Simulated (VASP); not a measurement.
These are vdW-DF-cx, VASP's PBE PAW potentials (set 64) (plane waves; VASP 6.6.1) values and carry that method's errors.

A VASP calculation is set up with these files.

**POSCAR**
```
Pt3Ti
7.8185470
  0.5000000105   0.0000000000   0.0000000000
  0.0000000000   0.5000000105   0.0000000000
  0.0000000000   0.0000000000   0.5000000105
Ti Pt
1 3
Cartesian
  0.0000000000   0.0000000000   0.0000000000
  0.0000000000   0.2500000052   0.2500000052
  0.2500000052   0.0000000000   0.2500000052
  0.2500000052   0.2500000052   0.0000000000
```

File KPOINTS:
```
k-points along high-symmetry lines
15
Line-mode
Reciprocal
  0.000000   0.000000   0.000000 ! GAMMA
  0.000000   0.500000   0.000000 ! X

  0.000000   0.500000   0.000000 ! X
  0.500000   0.500000   0.000000 ! M

  0.500000   0.500000   0.000000 ! M
  0.000000   0.000000   0.000000 ! GAMMA

  0.000000   0.000000   0.000000 ! GAMMA
  0.500000   0.500000   0.500000 ! R

  0.500000   0.500000   0.500000 ! R
  0.000000   0.500000   0.000000 ! X

  0.500000   0.500000   0.500000 ! R
  0.500000   0.500000   0.000000 ! M
```

INCAR:
```
SYSTEM=Pt3Ti
PREC=Accurate; ENCUT=520; LREAL=.False.
LASPH=.True.; ICHARG=11
EDIFF=1E-7; NELM=100; ALGO=Normal
LMAXMIX=6
ISMEAR=0; SIGMA=0.05
GGA=CX; LUSE_VDW=.True.; AGGAC=0.0
LWAVE=.False.; LCHARG=.False.; LORBIT=11
```

POTCAR, in this order: Ti_sv Pt (PBE.64 set). Program: vasp_std. Read from the step before: CHGCAR.

Output of the run:

File OSZICAR:
```
       N       E                     dE             d eps       ncg     rms          rms(c)
DAV:   1     0.387872116091E+03    0.38787E+03   -0.21809E+04  4500   0.183E+03
DAV:   2     0.130338499043E+02   -0.37484E+03   -0.36714E+03  4929   0.453E+02
DAV:   3    -0.173025608291E+02   -0.30336E+02   -0.29165E+02  7073   0.108E+02
DAV:   4    -0.183469936684E+02   -0.10444E+01   -0.10060E+01  5430   0.194E+01
DAV:   5    -0.183877816879E+02   -0.40788E-01   -0.40594E-01  6454   0.365E+00
DAV:   6    -0.183887667755E+02   -0.98509E-03   -0.98440E-03  5848   0.456E-01
DAV:   7    -0.183887917878E+02   -0.25012E-04   -0.25009E-04  6580   0.649E-02
DAV:   8    -0.183887924376E+02   -0.64985E-06   -0.64832E-06  5637   0.721E-03
DAV:   9    -0.183887924535E+02   -0.15817E-07   -0.16206E-07  4173   0.984E-04
   1 F= -.18388792E+02 E0= -.18384090E+02  d E =-.940482E-02
```

File OUTCAR:
```
 val. band max:       11.5960747120   @ k =   0.0357   0.0357   0.0000

 cond. band min:      11.5983785696   @ k =   0.1071   0.1071   0.1071



 k-point     1 :       0.0000    0.0000    0.0000
  band No.  band energies     occupation
      1     -46.4145      2.00000
      2     -22.7627      2.00000
      3     -22.7627      2.00000
      4     -22.7627      2.00000
      5       1.4276      2.00000
      6       4.2509      2.00000
      7       4.5962      2.00000
      8       4.5962      2.00000
      9       4.9098      2.00000
     10       4.9098      2.00000
     11       4.9098      2.00000
     12       7.9856      2.00000
     13       7.9856      2.00000
     14       7.9856      2.00000
     15       9.9056      2.00000
     16       9.9056      2.00000
     17      11.0511      2.00000
     18      11.6155      0.60505
     19      11.6155      0.60505
     20      11.6155      0.60503
     21      12.9333      0.00000
     22      12.9333      0.00000
     23      13.1638      0.00000
     24      13.1638      0.00000
     25      13.1642      0.00000

 k-point     2 :       0.0000    0.0357    0.0000
  band No.  band energies     occupation
      1     -46.4145      2.00000
      2     -22.7631      2.00000
      3     -22.7628      2.00000
      4     -22.7628      2.00000
      5       1.4445      2.00000
      6       4.2616      2.00000
      7       4.6024      2.00000
      8       4.6104      2.00000
      9       4.9160      2.00000
     10       4.9201      2.00000
     11       4.9201      2.00000
     12       7.9752      2.00000
     13       7.9909      2.00000
     14       7.9909      2.00000
     15       9.8910      2.00000
     16       9.9079      2.00000
     17      11.0357      2.00000
     18      11.5235      1.96311
     19      11.5235      1.96311
     20      11.6156      0.60425
     21      12.8596      0.00000
     22      12.9250      0.00000
     23      13.0858      0.00000
     24      13.0858      0.00000
...
```

The density is held fixed in this step, so its total energy and stress have no physical meaning. Unless said otherwise, spin-orbit coupling is left out, though it shifts the bands of the heavy elements here.

The compound is Pt3Ti in the L1_2 structure. It was relaxed first.
